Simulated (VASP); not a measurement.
A run of VASP 6.6.1 is set up as follows.

The input INCAR:

```
SYSTEM = BaCuSeO
PREC = Accurate
ENCUT = 520
EDIFF = 1E-6
ISMEAR = 0
SIGMA = 0.02
LREAL = .False.
LASPH = .True.
NELM = 80
ALGO = Normal
ISIF = 2
LWAVE = .False.
LCHARG = .True.
GGA = PS
LELF = .True.
LVHAR = .True.
NBANDS = 43
```

The input KPOINTS:

```
Automatic mesh
0
Gamma
  6 6 3
  0 0 0
```

File POSCAR:

```
BaCuSeO
1.0
    4.3096570000      0.0000000000      0.0000000000
    0.0000000000      4.3096570000      0.0000000000
    0.0000000000      0.0000000000      9.7815630000
Ba Se Cu O
2 2 2 2
Cartesian
    2.1548285000      0.0000000000      3.5191520468
    0.0000000000      2.1548285000      6.2624109532
    0.0000000000      2.1548285000      1.2746941639
    2.1548285000      0.0000000000      8.5068688361
    0.0000000000      0.0000000000      0.0000000000
    2.1548285000      2.1548285000      0.0000000000
    0.0000000000      0.0000000000      4.8907815000
    2.1548285000      2.1548285000      4.8907815000
```

Potentials or basis: VASP PAW PBE potentials, release 54 (Ba_sv, Se, Cu, O).

The run is started by

```bash
$ cat potpaw_PBE.54/Ba_sv/POTCAR potpaw_PBE.54/Se/POTCAR potpaw_PBE.54/Cu/POTCAR potpaw_PBE.54/O/POTCAR > POTCAR
$ mpirun -np 1 vasp_std > vasp.out
```

Question: What does it give for the largest force?

Answer: 0.402 eV/Å.

Question: Estimate the pressure.

Answer: -3.4 GPa.

Stress tensor (GPa, compression positive):
```
-3.71  0.00  0.00
 0.00 -3.71  0.00
 0.00  0.00 -2.82
```

Caveat: the PAW data sets were made with another functional, which shifts forces and pressure a little; the run has no spin polarisation, though such a crystal can be magnetic; semilocal functionals often make such compounds metallic where correlation or magnetic order opens a gap, which also shifts bond lengths. Spin-orbit coupling is left out, which matters for the levels of Ba.
